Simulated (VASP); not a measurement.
Output of a VASP run:

File OUTCAR:
```
 ion  position               nearest neighbor table
   1  0.333  0.667  0.250-   2 2.16   2 2.16   2 2.16   2 2.16   2 2.16   2 2.16
   2  0.667  0.333  0.750-   1 2.16   1 2.16   1 2.16   1 2.16   1 2.16   1 2.16
  LATTYP: Found a hexagonal cell.
 ALAT       =     2.2027729210
 C/A-ratio  =     1.5803007535
 Subroutine PRICEL returns:
 Original cell was already a primitive cell.
 Subroutine GETGRP returns: Found 24 space group operations
The static configuration has the point symmetry D_3d.
 The point group associated with its full space group is D_6h.
The dynamic configuration has the point symmetry D_3d.
 Subroutine INISYM returns: Found 24 space group operations
 Subroutine IBZKPT returns following result:
 Found    240 irreducible k-points:

 Following reciprocal coordinates:
            Coordinates               Weight
  0.000000  0.000000  0.000000      1.000000
  0.052632  0.000000  0.000000      6.000000
  0.105263  0.000000  0.000000      6.000000
  0.157895  0.000000  0.000000      6.000000
  0.210526  0.000000  0.000000      6.000000
  0.263158  0.000000  0.000000      6.000000
  0.315789  0.000000  0.000000      6.000000
  0.368421  0.000000  0.000000      6.000000
  0.421053  0.000000  0.000000      6.000000
  0.473684  0.000000  0.000000      6.000000
  0.052632  0.052632  0.000000      6.000000
  0.105263  0.052632  0.000000     12.000000
  0.157895  0.052632  0.000000     12.000000
  0.210526  0.052632  0.000000     12.000000
  0.263158  0.052632  0.000000     12.000000
  0.315789  0.052632  0.000000     12.000000
  0.368421  0.052632  0.000000     12.000000
  0.421053  0.052632  0.000000     12.000000
  0.473684  0.052632  0.000000      6.000000
  0.105263  0.105263  0.000000      6.000000
  0.157895  0.105263  0.000000     12.000000
  0.210526  0.105263  0.000000     12.000000
  0.263158  0.105263  0.000000     12.000000
  0.315789  0.105263  0.000000     12.000000
  0.368421  0.105263  0.000000     12.000000
  0.421053  0.105263  0.000000     12.000000
  0.157895  0.157895  0.000000      6.000000
  0.210526  0.157895  0.000000     12.000000
  0.263158  0.157895  0.000000     12.000000
  0.315789  0.157895  0.000000     12.000000
  0.368421  0.157895  0.000000     12.000000
  0.421053  0.157895  0.000000      6.000000
  0.210526  0.210526  0.000000      6.000000
  0.263158  0.210526  0.000000     12.000000
  0.315789  0.210526  0.000000     12.000000
  0.368421  0.210526  0.000000     12.000000
  0.263158  0.263158  0.000000      6.000000
  0.315789  0.263158  0.000000     12.000000
  0.368421  0.263158  0.000000      6.000000
  0.315789  0.315789  0.000000      6.000000
   k-points           NKPTS =    240   k-points in BZ     NKDIM =    240   number of bands    NBANDS=      6
   number of dos      NEDOS =    301   number of ions     NIONS =      2
   total plane-waves  NPLWV =   7168
   dimension x,y,z NGX =    16 NGY =   16 NGZ =   28
   dimension x,y,z NGXF=    32 NGYF=   32 NGZF=   56
   ions per type =               2
   PREC   = accura    normal or accurate (medium, high low for compatibility)
   ISTART =      0    job   : 0-new  1-cont  2-samecut
   ICHARG =      2    charge: 1-file 2-atom 10-const
   ISPIN  =      1    spin polarized calculation?
   LNONCOLLINEAR =      F non collinear calculations
   LSORBIT =      F    spin-orbit coupling
   INIWAV =      1    electr: 0-lowe 1-rand  2-diag
   ENCUT  =  500.0 eV  36.75 Ry    6.06 a.u.   4.02  4.02  6.35*2*pi/ulx,y,z
   NELM   =    100;   NELMIN=  2; NELMDL= -5     # of ELM steps
   EDIFF  = 0.1E-05   stopping-criterion for ELM
   LREAL  =      F    real-space projection
   NLSPLINE    = F    spline interpolate recip. space projectors
   LMAXMIX     =    2 max onsite mixed and CHGCAR
   VOSKOWN=      0    Vosko Wilk Nusair interpolation
   EDIFFG = -.2E-01   stopping-criterion for IOM
   NSW    =     40    number of steps for IOM
...
```

File OSZICAR:
```
       N       E                     dE             d eps       ncg     rms          rms(c)
DAV:   1    -0.284651401642E+01   -0.28465E+01   -0.17761E+03  2940   0.537E+02
DAV:   2    -0.797692648619E+01   -0.51304E+01   -0.47638E+01  4356   0.648E+01
DAV:   3    -0.800695897390E+01   -0.30032E-01   -0.30036E-01  3828   0.461E+00
DAV:   4    -0.800698672129E+01   -0.27747E-04   -0.27748E-04  4230   0.119E-01
DAV:   5    -0.800698675576E+01   -0.34473E-07   -0.33773E-07  3744   0.162E-03    0.134E+00
DAV:   6    -0.797948095707E+01    0.27506E-01   -0.36314E-03  3114   0.932E-01    0.818E-01
DAV:   7    -0.796850344723E+01    0.10978E-01   -0.46941E-03  3204   0.937E-01    0.182E-02
DAV:   8    -0.796849944374E+01    0.40035E-05   -0.14561E-05  4524   0.387E-02    0.791E-03
DAV:   9    -0.796850015045E+01   -0.70671E-06   -0.55664E-07  3162   0.680E-03
   1 F= -.70555039E+01 E0= -.70554877E+01  d E =-.705550E+01
       N       E                     dE             d eps       ncg     rms          rms(c)
DAV:   1    -0.796852849564E+01   -0.29052E-04   -0.42217E-04  3690   0.140E-01    0.773E-03
DAV:   2    -0.796852792376E+01    0.57188E-06   -0.18390E-06  3618   0.126E-02
   2 F= -.70555418E+01 E0= -.70555257E+01  d E =-.379552E-04
```

OUTCAR:
```
------------------------ aborting loop because EDIFF is reached ----------------------------------------
  FORCE on cell =-STRESS in cart. coord.  units (eV):
  Direction    XX          YY          ZZ          XY          YZ          ZX
  --------------------------------------------------------------------------------------
  Total        0.9104300      0.9104298      0.9125767     -0.0000000      0.0000000      0.0000000
  in kB       99.7200270     99.7200089     99.9551582     -0.0000000      0.0000000      0.0000000
  external PRESSURE =      -0.2016020 kB  Pullay stress =     100.0000000 kB
  volume of cell :       14.63
      direct lattice vectors                 reciprocal lattice vectors
     1.100781850 -1.906609918  0.000000000     0.454222606 -0.262245568 -0.000000000
     1.100781850  1.906609918  0.000000000     0.454222606  0.262245568 -0.000000000
     0.000000000  0.000000000  3.484830331    -0.000000000  0.000000000  0.286958017
 POSITION                                       TOTAL-FORCE (eV/Angst)
 -----------------------------------------------------------------------------------
      1.10078      0.63554      0.87121        -0.000000     -0.000000      0.000000
      1.10078     -0.63554      2.61362         0.000000      0.000000      0.000000
 -----------------------------------------------------------------------------------
    total drift:                                0.000000     -0.000004      0.000005
  FREE ENERGIE OF THE ION-ELECTRON SYSTEM (eV)
  ---------------------------------------------------
  free  energy   TOTEN  =        -7.9685279238 eV

  energy  without entropy=       -7.9684795113  energy(sigma->0) =       -7.96851179
  enthalpy is  TOTEN    =        -7.0555418373 eV   P V=        0.9129860865

 reached required accuracy - stopping structural energy minimisation
```
(Selected blocks of OUTCAR.)

### POSCAR
```
Be
1
    1.1013865327    -1.9076572667     0.0000000000
    1.1013865327     1.9076572667    -0.0000000000
    0.0000000000     0.0000000000     3.4810437069
Be
2
Direct
  0.3333330000   0.6666670000   0.2500000000
  0.6666670000   0.3333330000   0.7500000000
```

### Question
Write an INCAR and KPOINTS that could have produced this output.

### Answer
This is not unique; one that fits is the input of the run itself, PBEsol GGA, plane waves, VASP's PBE PAW potentials (set 64).

### INCAR
```
NELM = 100
ALGO = Normal
SIGMA = 0.1   ! width (eV)
EDIFF = 1E-6
IBRION = 2   ! conjugate gradients
GGA = PS   ! PBEsol
SYSTEM = Be
PREC = Accurate
LWAVE = .False.
ENCUT = 500
NSW = 40   ! most ionic steps
ISMEAR = 1
LASPH = .True.   ! aspherical one-centre terms
PSTRESS = 100
EDIFFG = -0.02   ! ionic stop
LREAL = .False.   ! projection in real space or not
LCHARG = .False.
ISIF = 3   ! ions, shape and volume
```

KPOINTS:
```
Automatic mesh
0
Gamma
19 19 11
0 0 0
```

POTCAR, in this order: Be (PBE.64 set). Program: vasp_std.

The compound is Be in the hcp structure. This run relaxes it under an external pressure of 10 GPa. Symmetry was kept, so distortions that lower it aren't found.
